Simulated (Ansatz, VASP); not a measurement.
**Be (Beryllium) in two plane-wave programs**

Wanted: the spread between two codes on one cell, functional and k mesh. The cell is taken from a series of runs on this material, whose earlier steps may have relaxed, scaled, displaced or heated it; both programs get it as it stands.

Calculated with Ansatz 0.2.0; plane waves, with VASP 6.6.1 beside it; zone-centre phonons at LDA.

## (1) The starting structure

Symmetry: P6_3/mmc, No. 194, hexagonal system. Conventional cell: a = 2.228 Å, b = 2.228 Å, c = 3.511 Å, α = 90.00°, β = 90.00°, γ = 120.00°. Nearest to Be lie 12 Be at 2.18 to 2.23 Å.

## (2) VASP: zone-centre phonons, LDA

Second derivatives magnify differences that forces hide, and they need a tight electronic threshold.

Lines of VASP's logs that name or quote its potential files are left out, and so is its time.

File INCAR:

```
SYSTEM = Be
PREC = Accurate
ENCUT = 600
EDIFF = 1E-08
NELM = 120
ISMEAR = 1
SIGMA = 0.2
LREAL = .FALSE.
ALGO = Normal
GGA = PW92
NBANDS = 8
LORBIT = 11
LWAVE = .FALSE.
LCHARG = .FALSE.
ISIF = 2
IBRION = 8
LASPH = .TRUE.
GGA_COMPAT = .FALSE.
KPAR = 2
```

File POSCAR:

```
Be
1.0
    2.2278249395      0.0000000000      0.0000000000
   -1.1139124697      1.9293529928      0.0000000000
    0.0000000000      0.0000000000      3.5113866065
Be
2
Direct
    0.3333333334      0.6666666668      0.2500000000
    0.6666666668      0.3333333334      0.7500000000
```

File KPOINTS:

```
Automatic mesh
0
Gamma
24 24 12
0 0 0
```

PAW data sets: Be (LDA family, release 64).

On the command line:

```bash
mpirun -np 2 vasp_std
```

Numbers of over 12 decimals in the logs are rounded to 6 here.

The log of the run:

```text
[banner, memory and clock lines left out]
running    2 mpi-ranks, on    1 nodes
 distrk:  each k-point on    1 cores,    2 groups
 distr:  one band on    1 cores,    1 groups

 POSCAR found type information on POSCAR Be
 POSCAR found :  1 types and       2 ions
|                                                                             |
|               ----> ADVICE to this user running VASP <----                  |
|                                                                             |
|     You enforced a specific xc type in the INCAR file but a different       |
|     [... a line on the potential file left out ...]
|     I HOPE YOU KNOW WHAT YOU ARE DOING!                                     |
|                                                                             |

 LDA part: xc-table for (Slater(with rela. corr.)+PW92), standard interpolation
 POSCAR, INCAR and KPOINTS ok, starting setup
 FFT: planning ... GRIDC
 FFT: planning ... GRID_SOFT
 FFT: planning ... GRID
 WAVECAR not read
 entering main loop
       N       E                     dE             d eps       ncg     rms          rms(c)
DAV:   1    -0.452483355646E+01   -0.45248E+01   -0.19655E+03  6880   0.460E+02
DAV:   2    -0.845560877411E+01   -0.39308E+01   -0.38278E+01 10800   0.453E+01
DAV:   3    -0.846852909126E+01   -0.12920E-01   -0.12891E-01  7200   0.261E+00
DAV:   4    -0.846853242690E+01   -0.33356E-05   -0.33360E-05  9832   0.468E-02
DAV:   5    -0.846853242787E+01   -0.96702E-09   -0.21976E-09  7136   0.228E-04    0.127E+00
DAV:   6    -0.842914878895E+01    0.39384E-01   -0.28089E-03  8832   0.384E-01    0.770E-01
DAV:   7    -0.841108598329E+01    0.18063E-01   -0.46131E-03  9552   0.481E-01    0.202E-02
DAV:   8    -0.841107721546E+01    0.87678E-05   -0.78365E-06  7240   0.279E-02    0.534E-03
DAV:   9    -0.841107615480E+01    0.10607E-05   -0.57131E-07  9312   0.652E-03    0.506E-04
DAV:  10    -0.841107614524E+01    0.95686E-08   -0.17240E-09  6216   0.389E-04
   1 F= -.84110761E+01 E0= -.84109224E+01  d E =-.461231E-03
 Linear response reoptimize wavefunctions to high precision
DAV:   1    -0.841107614441E+01    0.82775E-09   -0.29204E-10  7640   0.142E-04
DAV:   2    -0.841107614441E+01   -0.71054E-13   -0.79346E-13  3456   0.692E-06
 Linear response DOF=           2
 Linear response progress:
  Degree of freedom:   1/  2
       N       E                     dE             d eps       ncg     rms          rms(c)
RMM:   1    -0.730523163607E-02   -0.73052E-02   -0.30819E-03 67824   0.300E-01
RMM:   2    -0.724396062466E-02    0.61271E-04   -0.22192E-05 50407   0.267E-02    0.257E-02
RMM:   3    -0.725325956772E-02   -0.92989E-05   -0.74344E-07 50829   0.635E-03    0.154E-02
RMM:   4    -0.728753632821E-02   -0.34277E-04   -0.15896E-06 50928   0.925E-03    0.355E-04
RMM:   5    -0.728751571389E-02    0.20614E-07   -0.10838E-09 52115   0.275E-04    0.124E-04
RMM:   6    -0.728747614718E-02    0.39567E-07    0.61548E-10 51929   0.952E-05    0.569E-06
RMM:   7    -0.728747273081E-02    0.34164E-08    0.14508E-10 50470   0.359E-06    0.180E-06
 first order change of Fermi-energy   0.17659E-05
 force on displaced ion       1 direction 1 :  -3.794   0.000   0.000
 Linear response progress:
  Degree of freedom:   2/  2
       N       E                     dE             d eps       ncg     rms          rms(c)
RMM:   1    -0.202688234267E-01   -0.20269E-01    0.92943E-03 24424   0.687E-01
RMM:   2    -0.166329279330E-01    0.36359E-02   -0.21060E-03 16095   0.789E-02    0.115E-01
RMM:   3    -0.156558942750E-01    0.97703E-03    0.65222E-04 15960   0.950E-02    0.431E-02
RMM:   4    -0.158618213426E-01   -0.20593E-03    0.17911E-04 16292   0.543E-02    0.410E-03
RMM:   5    -0.158961666140E-01   -0.34345E-04   -0.27004E-05 17013   0.337E-03    0.698E-04
RMM:   6    -0.158947522221E-01    0.14144E-05   -0.47922E-06 16749   0.537E-04    0.816E-05
RMM:   7    -0.158941988271E-01    0.55339E-06   -0.74310E-07 17328   0.335E-05    0.123E-05
RMM:   8    -0.158941410831E-01    0.57744E-07   -0.73676E-08 17324   0.706E-06    0.873E-07
RMM:   9    -0.158941341046E-01    0.69785E-08   -0.15095E-08 12430   0.561E-07    0.180E-07
 first order change of Fermi-energy   0.85921E-05
 force on displaced ion       1 direction 3 :  -0.000   0.000  -8.542
 Linear response finished
```

From OUTCAR (step 2):

```text
ion  position               nearest neighbor table
   1  0.333  0.667  0.250-   2 2.18   2 2.18   2 2.18   2 2.18   2 2.18   2 2.18
   2  0.667  0.333  0.750-   1 2.18   1 2.18   1 2.18   1 2.18   1 2.18   1 2.18

  LATTYP: Found a hexagonal cell.
 ALAT       =     2.2278249395
 C/A-ratio  =     1.5761501473

 Subroutine GETGRP returns: Found 24 space group operations
 (whereof 12 operations were pure point group operations)

The static configuration has the point symmetry D_3d.
 The point group associated with its full space group is D_6h.

 Found    427 irreducible k-points:

   k-points           NKPTS =    427   k-points in BZ     NKDIM =    427   number of bands    NBANDS=      8

   dimension x,y,z NGX =    18 NGY =   18 NGZ =   28
   dimension x,y,z NGXF=    36 NGYF=   36 NGZF=   56

   ENCUT  =  600.0 eV  44.10 Ry    6.64 a.u.   4.45  4.45  7.01*2*pi/ulx,y,z

   NELECT =       4.0000    total number of electrons

 k-points in reciprocal lattice and weights: Automatic mesh
   0.00000000  0.00000000  0.00000000       0.000
   0.04166667 -0.00000000  0.00000000       0.001
   0.08333333  0.00000000  0.00000000       0.001
   0.12500000 -0.00000000  0.00000000       0.001
   0.16666667 -0.00000000  0.00000000       0.001
   0.20833333  0.00000000  0.00000000       0.001
   0.25000000 -0.00000000  0.00000000       0.001
   0.29166667  0.00000000  0.00000000       0.001
   0.33333333 -0.00000000  0.00000000       0.001
[...]
0.33333333  0.29166667  0.50000000       0.002
   0.33333333  0.33333333  0.50000000       0.000

 average (electrostatic) potential at core
       1 -29.8126       2 -29.8126

  Total        0.0380874      0.0380874      0.0382021      0.0000000     -0.0000000      0.0000000
  in kB        4.0431525      4.0431525      4.0553343      0.0000000     -0.0000000      0.0000000
  external PRESSURE =       4.0472131 kB  Pullay stress =       0.0000000 kB

  energy-cutoff  :      600.00
  volume of cell :       15.09
      direct lattice vectors                 reciprocal lattice vectors
     2.227824940  0.000000000  0.000000000     0.448868303  0.259154236  0.000000000
    -1.113912470  1.929352993  0.000000000     0.000000000  0.518308471  0.000000000
     0.000000000  0.000000000  3.511386606     0.000000000  0.000000000  0.284787781

 POSITION                                       TOTAL-FORCE (eV/Angst)
 -----------------------------------------------------------------------------------
      0.00000      1.28624      0.87785        -0.000000     -0.000000      0.000000
      1.11391      0.64312      2.63354         0.000000      0.000000      0.000000
 -----------------------------------------------------------------------------------
    total drift:                                0.000000      0.000000     -0.000000

 Eigenvectors and eigenvalues of the dynamical matrix
 ----------------------------------------------------

   1 f  =   21.523233 THz   135.234460 2PiTHz  717.937767 cm-1    89.012898 meV
             X         Y         Z           dx          dy          dz
      0.000000  1.286235  0.877847     0.000000    0.000000    0.707107
      1.113912  0.643118  2.633540    -0.000000    0.000000   -0.707107

   2 f  =   14.343619 THz    90.123617 2PiTHz  478.451633 cm-1    59.320415 meV
             X         Y         Z           dx          dy          dz
      0.000000  1.286235  0.877847     0.456339    0.540143   -0.000000
      1.113912  0.643118  2.633540    -0.456339   -0.540143   -0.000000

   3 f  =   14.343619 THz    90.123617 2PiTHz  478.451633 cm-1    59.320415 meV
             X         Y         Z           dx          dy          dz
      0.000000  1.286235  0.877847     0.540143   -0.456339    0.000000
      1.113912  0.643118  2.633540    -0.540143    0.456339    0.000000

   4 f  =    0.000000 THz     0.000001 2PiTHz    0.000004 cm-1     0.000001 meV
             X         Y         Z           dx          dy          dz
      0.000000  1.286235  0.877847    -0.026489   -0.486953   -0.512031
      1.113912  0.643118  2.633540    -0.026489   -0.486953   -0.512031

   5 f/i=    0.000000 THz     0.000001 2PiTHz    0.000004 cm-1     0.000000 meV
             X         Y         Z           dx          dy          dz
      0.000000  1.286235  0.877847     0.706482   -0.008498   -0.028467
      1.113912  0.643118  2.633540     0.706482   -0.008498   -0.028467

   6 f/i=    0.000000 THz     0.000002 2PiTHz    0.000009 cm-1     0.000001 meV
             X         Y         Z           dx          dy          dz
      0.000000  1.286235  0.877847     0.013450   -0.512645    0.486841
      1.113912  0.643118  2.633540     0.013450   -0.512645    0.486841

 ELASTIC MODULI CONTR FROM IONIC RELAXATION (kBar)
 Direction    XX          YY          ZZ          XY          YZ          ZX
 --------------------------------------------------------------------------------
 XX        -259.7465    259.7465     -0.0000     -0.0000      0.0000     -0.0000
 YY         259.7465   -259.7465      0.0000     -0.0000      0.0000      0.0000
 ZZ          -0.0000      0.0000     -0.0000      0.0000      0.0000     -0.0000
 XY          -0.0000     -0.0000      0.0000   -259.7465      0.0000     -0.0000
 YZ           0.0000      0.0000      0.0000      0.0000      0.0000      0.0000
 ZX          -0.0000      0.0000     -0.0000     -0.0000      0.0000     -0.0000
 --------------------------------------------------------------------------------
```

(Continued in part 2 of 2.)

[Lines on the potential files, build, host, timing and source positions are cut from VASP's logs without a mark.]

[Logs are printed without paths, hosts, clocks, repeated set-up lines and the standing remarks that a program may print on its own settings, such as how far it seeks lower states.]

[Hosts, paths, dates, database ids (printed as entryN), source tags and the programs' standing remarks are cut or masked in the printed files.]
